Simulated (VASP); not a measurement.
Input for VASP

### POSCAR
```
Pt3Ti
1
    3.8656620000     0.0000000000     0.0000000000
    0.0000000000     5.4668720000     0.0000000000
    0.0000000000     0.0000000000    25.7127000000
Ti Pt
4 12
Direct
  0.0000000000   0.6250000000   0.3650920000
  0.0000000000   0.1250000000   0.4730190000
  0.0000000000   0.6250000000   0.5809420000
  0.0000000000   0.1250000000   0.6888700000
  0.5000000000   0.8750000000   0.3111300000
  0.5000000000   0.3750000000   0.3111300000
  0.0000000000   0.1250000000   0.3650920000
  0.5000000000   0.3750000000   0.4190540000
  0.5000000000   0.8750000000   0.4190540000
  0.0000000000   0.6250000000   0.4730190000
  0.5000000000   0.8750000000   0.5269810000
  0.5000000000   0.3750000000   0.5269810000
  0.0000000000   0.1250000000   0.5809420000
  0.5000000000   0.3750000000   0.6349080000
  0.5000000000   0.8750000000   0.6349080000
  0.0000000000   0.6250000000   0.6888700000
```

INCAR:
```
ALGO=Normal
EDIFF=1E-6
ENCUT=300
GGA=PE
ISIF=2
ISMEAR=0
LASPH=T
LCHARG=F
LMAXMIX=6
LREAL=Auto
LWAVE=F
NELM=100
PREC=Accurate
SIGMA=0.002
SYSTEM=Pt3Ti
```

File KPOINTS:
```
Automatic
0
Gamma
7 5 1
```

POTCAR, in this order: Ti_sv Pt (PBE.64 set). Program: vasp_std.

Q: Write an equivalent input for Quantum ESPRESSO's pw.x.

A: One equivalent input (not run):
```
&CONTROL
  calculation = 'scf'
  pseudo_dir = './pseudo'
  outdir = './out'
  tprnfor = .true.
  tstress = .true.
/
&SYSTEM
  ibrav = 0
  nat = 16
  ntyp = 2
  ecutwfc = 84
  occupations = 'smearing'
  smearing = 'gaussian'
  degauss = 0.000147
  input_dft = 'pbe'
/
&ELECTRONS
  conv_thr = 7.3e-08
  electron_maxstep = 100
/
ATOMIC_SPECIES
  Ti 47.867 Ti.upf
  Pt 195.084 Pt.upf
CELL_PARAMETERS angstrom
     3.8656620    0.0000000    0.0000000
     0.0000000    5.4668720    0.0000000
     0.0000000    0.0000000   25.7127000
ATOMIC_POSITIONS crystal
  Ti   0.0000000  0.6250000  0.3650920
  Ti   0.0000000  0.1250000  0.4730190
  Ti   0.0000000  0.6250000  0.5809420
  Ti   0.0000000  0.1250000  0.6888700
  Pt   0.5000000  0.8750000  0.3111300
  Pt   0.5000000  0.3750000  0.3111300
  Pt   0.0000000  0.1250000  0.3650920
  Pt   0.5000000  0.3750000  0.4190540
  Pt   0.5000000  0.8750000  0.4190540
  Pt   0.0000000  0.6250000  0.4730190
  Pt   0.5000000  0.8750000  0.5269810
  Pt   0.5000000  0.3750000  0.5269810
  Pt   0.0000000  0.1250000  0.5809420
  Pt   0.5000000  0.3750000  0.6349080
  Pt   0.5000000  0.8750000  0.6349080
  Pt   0.0000000  0.6250000  0.6888700
K_POINTS automatic
  7 5 1 0 0 0
```
The two are equivalent in intent, not identical: the potentials are each code's own (VASP's PAW set, PseudoDojo norm-conserving files in pw.x), so ENCUT and ecutwfc are chosen apart and not converted; conv_thr bounds pw.x's estimated SCF error, while EDIFF bounds the energy change between steps.

The cell is a sheet with vacuum, built from a database entry that may be metastable or hypothetical.
